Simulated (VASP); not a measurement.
A VASP calculation is set up with these files.

**KPOINTS**
```
Automatic mesh
0
Gamma
5 5 3
0 0 0
```

### INCAR
```
SYSTEM = ZnS
PREC = Accurate
ENCUT = 400
EDIFF = 1E-6
NELM = 60
ALGO = Normal
LREAL = .FALSE.
LASPH = .TRUE.
ISMEAR = 0
SIGMA = 0.05
GGA = PE
LMAXMIX = 4
LWAVE = .FALSE.
LCHARG = .FALSE.
ISIF = 2
IMIX = 1
AMIX = 1.5
BMIX = 0.0001
```

File POSCAR:
```
ZnS
1
    1.9482000000    -3.3743810000     0.0000000000
    1.9482000000     3.3743810000     0.0000000000
    0.0000000000     0.0000000000     6.3852000000
Zn S
2 2
Direct
  0.6666670000   0.3333330000   0.5000000000
  0.3333330000   0.6666670000   0.0000000000
  0.6666670000   0.3333330000   0.8750000000
  0.3333330000   0.6666670000   0.3750000000
```

POTCAR, in this order: Zn S (PBE.64 set). Program: vasp_std.

Output of the run:

### standard output
```
...
DAV:  21    -0.196804247988E+05   -0.30181E+03   -0.15902E+05   720   0.205E+03    0.195E+03
DAV:  22    -0.194250652963E+05    0.25536E+03   -0.16068E+05   720   0.183E+03    0.196E+03
DAV:  23    -0.196995745745E+05   -0.27451E+03   -0.15906E+05   720   0.205E+03    0.198E+03
DAV:  24    -0.194353655062E+05    0.26421E+03   -0.16007E+05   712   0.188E+03    0.199E+03
DAV:  25    -0.195853612705E+05   -0.15000E+03   -0.15707E+05   688   0.204E+03    0.198E+03
DAV:  26    -0.194140422355E+05    0.17132E+03   -0.15916E+05   720   0.180E+03    0.199E+03
DAV:  27    -0.198589553878E+05   -0.44491E+03   -0.16076E+05   704   0.206E+03    0.199E+03
DAV:  28    -0.195202665686E+05    0.33869E+03   -0.15969E+05   720   0.184E+03    0.197E+03
DAV:  29    -0.198362475379E+05   -0.31598E+03   -0.16043E+05   720   0.206E+03    0.198E+03
DAV:  30    -0.195021702918E+05    0.33408E+03   -0.15984E+05   720   0.180E+03    0.198E+03
DAV:  31    -0.197178601372E+05   -0.21569E+03   -0.15849E+05   704   0.207E+03    0.197E+03
DAV:  32    -0.193911012825E+05    0.32676E+03   -0.15834E+05   720   0.200E+03    0.196E+03
DAV:  33    -0.197162876381E+05   -0.32519E+03   -0.15944E+05   704   0.207E+03    0.194E+03
DAV:  34    -0.194049434394E+05    0.31134E+03   -0.16013E+05   720   0.185E+03    0.195E+03
DAV:  35    -0.196439703450E+05   -0.23903E+03   -0.15791E+05   696   0.205E+03    0.197E+03
DAV:  36    -0.194053252495E+05    0.23865E+03   -0.15820E+05   720   0.197E+03    0.197E+03
DAV:  37    -0.197603811284E+05   -0.35506E+03   -0.15949E+05   704   0.207E+03    0.198E+03
DAV:  38    -0.194314770556E+05    0.32890E+03   -0.15844E+05   720   0.184E+03    0.198E+03
DAV:  39    -0.197772075793E+05   -0.34573E+03   -0.15983E+05   712   0.206E+03    0.197E+03
DAV:  40    -0.194577339829E+05    0.31947E+03   -0.15957E+05   720   0.183E+03    0.197E+03
DAV:  41    -0.197382947971E+05   -0.28056E+03   -0.15929E+05   712   0.203E+03    0.197E+03
DAV:  42    -0.194960643255E+05    0.24223E+03   -0.16076E+05   720   0.177E+03    0.198E+03
DAV:  43    -0.198314686428E+05   -0.33540E+03   -0.16023E+05   712   0.205E+03    0.199E+03
DAV:  44    -0.194676797144E+05    0.36379E+03   -0.15937E+05   720   0.175E+03    0.199E+03
DAV:  45    -0.197244406054E+05   -0.25676E+03   -0.15884E+05   704   0.204E+03    0.199E+03
DAV:  46    -0.194522502431E+05    0.27219E+03   -0.15999E+05   720   0.190E+03    0.198E+03
DAV:  47    -0.198052918508E+05   -0.35304E+03   -0.16045E+05   720   0.206E+03    0.199E+03
DAV:  48    -0.194434232539E+05    0.36187E+03   -0.15998E+05   720   0.177E+03    0.198E+03
DAV:  49    -0.195800051151E+05   -0.13658E+03   -0.15748E+05   712   0.204E+03    0.197E+03
DAV:  50    -0.194212919355E+05    0.15871E+03   -0.15989E+05   720   0.185E+03    0.198E+03
DAV:  51    -0.197897235347E+05   -0.36843E+03   -0.15954E+05   696   0.203E+03    0.200E+03
DAV:  52    -0.194970489700E+05    0.29267E+03   -0.15921E+05   720   0.185E+03    0.200E+03
DAV:  53    -0.198462519319E+05   -0.34920E+03   -0.16061E+05   712   0.206E+03    0.198E+03
DAV:  54    -0.194941587672E+05    0.35209E+03   -0.16022E+05   720   0.191E+03    0.197E+03
DAV:  55    -0.197291352888E+05   -0.23498E+03   -0.15900E+05   712   0.205E+03    0.198E+03
DAV:  56    -0.194397998975E+05    0.28934E+03   -0.15947E+05   720   0.180E+03    0.199E+03
DAV:  57    -0.197646993121E+05   -0.32490E+03   -0.15931E+05   688   0.205E+03    0.198E+03
DAV:  58    -0.194546395522E+05    0.31006E+03   -0.15913E+05   720   0.196E+03    0.197E+03
DAV:  59    -0.197554086047E+05   -0.30077E+03   -0.15949E+05   704   0.206E+03    0.199E+03
DAV:  60    -0.194340248486E+05    0.32138E+03   -0.15806E+05   712   0.199E+03

 -----------------------------------------------------------------------------
|                                                                             |
|           W    W    AA    RRRRR   N    N  II  N    N   GGGG   !!!           |
|           W    W   A  A   R    R  NN   N  II  NN   N  G    G  !!!           |
|           W    W  A    A  R    R  N N  N  II  N N  N  G       !!!           |
|           W WW W  AAAAAA  RRRRR   N  N N  II  N  N N  G  GGG   !            |
|           WW  WW  A    A  R   R   N   NN  II  N   NN  G    G                |
|           W    W  A    A  R    R  N    N  II  N    N   GGGG   !!!           |
|                                                                             |
|     The electronic self-consistency was not achieved in the given           |
|     number of steps (NELM). The forces and other quantities evaluated       |
|     might not be reliable so examine the results carefully. If you find     |
|     spurious results, we suggest increasing NELM, if you were close to      |
|     convergence or switching to a different ALGO or adjusting the           |
|     density mixing parameters otherwise.                                    |
|                                                                             |
 -----------------------------------------------------------------------------

   1 F= -.19434025E+05 E0= -.19434025E+05  d E =-.847394E-66
```

### OUTCAR
```
------------------------ aborting loop EDIFF was not reached (unconverged)  ----------------------------
  FORCE on cell =-STRESS in cart. coord.  units (eV):
  Direction    XX          YY          ZZ          XY          YZ          ZX
  --------------------------------------------------------------------------------------
  Total     4973.5843375   4973.5832076   5004.0786779     -0.0000000      0.0000000      0.0000000
  in kB    94917.8543809  94917.8328170  95499.8204557     -0.0000000      0.0000000      0.0000000
  external PRESSURE =   95111.8358845 kB  Pullay stress =       0.0000000 kB
  volume of cell :       83.95
      direct lattice vectors                 reciprocal lattice vectors
     1.948200000 -3.374381000  0.000000000     0.256647161 -0.148175325  0.000000000
     1.948200000  3.374381000  0.000000000     0.256647161  0.148175325  0.000000000
     0.000000000  0.000000000  6.385200000     0.000000000  0.000000000  0.156612166
  FREE ENERGIE OF THE ION-ELECTRON SYSTEM (eV)
  ---------------------------------------------------
  free  energy   TOTEN  =    -19434.0248486383 eV

  energy  without entropy=   -19434.0248486383  energy(sigma->0) =   -19434.02484864
```
(Selected blocks of OUTCAR.)

Question: Read input and log: which fault does this run have?
A) Methfessel-Paxton smearing was used on a material with a gap
B) LEPSILON was set for a metal
C) NSW = 0, so the ions never move
D) simple mixing (IMIX = 1) with AMIX above 1 overshoots

Answer: D, simple mixing (IMIX = 1) with AMIX above 1 overshoots. The run did not converge; its last values are not results. Against the sound run, the energy per atom (σ→0) falls by 4855.092 eV/atom; the pressure goes up by 9513.71 GPa.

To mend it, remove IMIX, remove AMIX, remove BMIX.

The mended run (PBE GGA, plane waves, VASP's PBE PAW potentials (set 64)) converges, and its OSZICAR ends with
```
   1 F= -.13656257E+02 E0= -.13656257E+02  d E =-.511641E-15
```

The compound is ZnS in the wurtzite structure, the high-temperature form. The cell was not relaxed at this level.
